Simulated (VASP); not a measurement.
Sn2GeO2:

```
Sn Ge O
1.0
    -1.85800    1.85800    6.17200
     1.85800   -1.85800    6.17200
     1.85800    1.85800   -6.17200
Sn Ge O
2 1 2
Direct
  0.65068 0.65068 0.00000
  0.34932 0.34932 0.00000
  0.00000 0.00000 0.00000
  0.25000 0.75000 0.50000
  0.75000 0.25000 0.50000
```

The cell was built by a generator and needn't be a form met in nature.

```yaml
Program: VASP 6.6.1
Task: relaxation of cell and atoms
Functional: PBE
Potentials_or_basis: VASP PAW PBE potentials, release 64 (Sn_d, Ge_d, O)
Cutoff: 520 eV
k_mesh: 12 × 12 × 12
Occupations: gaussian, width 0.1 eV
Spin: no spin polarisation
```

At the start: pressure 1.0 GPa; volume 17.05 Å³/atom.

Q: How do energy, volume and symmetry change on relaxing?

A: Over 6 steps the energy falls by 10.7 meV/atom and the volume is 17.55 Å³/atom (+2.9 %); space group I4/mmm (No. 139, to 0.05 Å).

Step by step:
| step | energy change (eV) | largest force (eV/Å) | pressure (GPa) | volume (Å³) |
| --- | --- | --- | --- | --- |
| 1 | 0.0000 | 0.2251 | 0.99 | 85.23 |
| 2 | -0.0370 | 0.2999 | -0.02 | 86.52 |
| 3 | -0.0458 | 0.3878 | -0.79 | 87.62 |
| 4 | -0.0487 | 0.2078 | 1.14 | 87.00 |
| 5 | -0.0524 | 0.0512 | 0.35 | 87.27 |
| 6 | -0.0533 | 0.0017 | -0.02 | 87.74 |

Final structure:
```xyz
5
Lattice="-1.8467 1.8467 6.4318 1.8467 -1.8467 6.4318 1.8467 1.8467 -6.4318" Properties=species:S:1:pos:R:3 pbc="T T T"
Sn    0.0000    0.0000    8.4117
Sn    0.0000    0.0000    4.4519
Ge    1.8467    1.8467    6.4318
O     1.8467    0.0000    3.2159
O     0.0000    1.8467    3.2159
```
